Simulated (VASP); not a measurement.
An input for Ansatz (written as the equivalent of a VASP run, and not itself run):

Ansatz 0.2 input:
```yaml
crystal:
  lattice:
    - [4.0148803, 0.0000000, 0.0000000]
    - [0.0000000, 4.0148803, 0.0000000]
    - [0.0000000, 0.0000000, 4.0148803]
  atoms:
    - { symbol: K, position: [0.0000000, 0.0000000, 0.0000000] }
    - { symbol: Ta, position: [0.5000000, 0.5000000, 0.5000000] }
    - { symbol: O, position: [0.5000000, 0.0000000, 0.5000000] }
    - { symbol: O, position: [0.0000000, 0.5000000, 0.5000000] }
    - { symbol: O, position: [0.5000000, 0.5000000, 0.0000000] }
kpoints:
  mp_grid: { grid: [5, 5, 5] }
hamiltonian:
  xc: pbe
  dispersion: d4
  pseudopotentials: { kind: paw }
scf:
  occupations: { method: gaussian, width: 0.05 }
  max_iter: 100
relax:
  max_steps: 60
  f_tol: 0.02
  cell: {}
output: { forces: true, stress: true, eigenvalues: true }
```

Question: Translate this input to VASP (INCAR, KPOINTS, POSCAR, choice of POTCAR).

Answer: This is not unique; one that fits is 
INCAR:
```
ENCUT = 520
EDIFFG = -0.02   # ionic stop
SYSTEM = KTaO3
ISIF = 3   # ions, shape and volume
LASPH = T   # aspherical one-centre terms
IVDW = 13
LREAL = F   # projection in real space or not
LMAXMIX = 6
SIGMA = 0.05   # width (eV)
LWAVE = F
NSW = 60   # most ionic steps
NELM = 100
GGA = PE   # PBE
PREC = Accurate
EDIFF = 1E-6
LCHARG = F
ALGO = Normal   # blocked Davidson
ISMEAR = 0
IBRION = 2   # conjugate gradients
```

KPOINTS:
```
K-points
0
G
  5 5 5
```

POSCAR:
```
KTaO3
1
    4.0148803364    -0.0000000000    -0.0000000000
    0.0000000000     4.0148803364     0.0000000000
   -0.0000000000     0.0000000000     4.0148803364
K Ta O
1 1 3
Direct
  0.0000000000   0.0000000000   0.0000000000
  0.5000000000   0.5000000000   0.5000000000
  0.5000000000   0.0000000000   0.5000000000
  0.0000000000   0.5000000000   0.5000000000
  0.5000000000   0.5000000000   0.0000000000
```

POTCAR, in this order: K_sv Ta_pv O (PBE.64 set). Program: vasp_std.

What does not carry over: each code has its own PAW files, so the cut-off isn't converted (ENCUT is set for VASP's; basis.ecutwfc is left out, and Ansatz then takes the one that its files recommend); Ansatz stops its SCF on the density residual and VASP on the energy change (EDIFF).

The compound is KTaO3 in the cubic perovskite structure. It was relaxed first. The start is the result of an earlier pass.
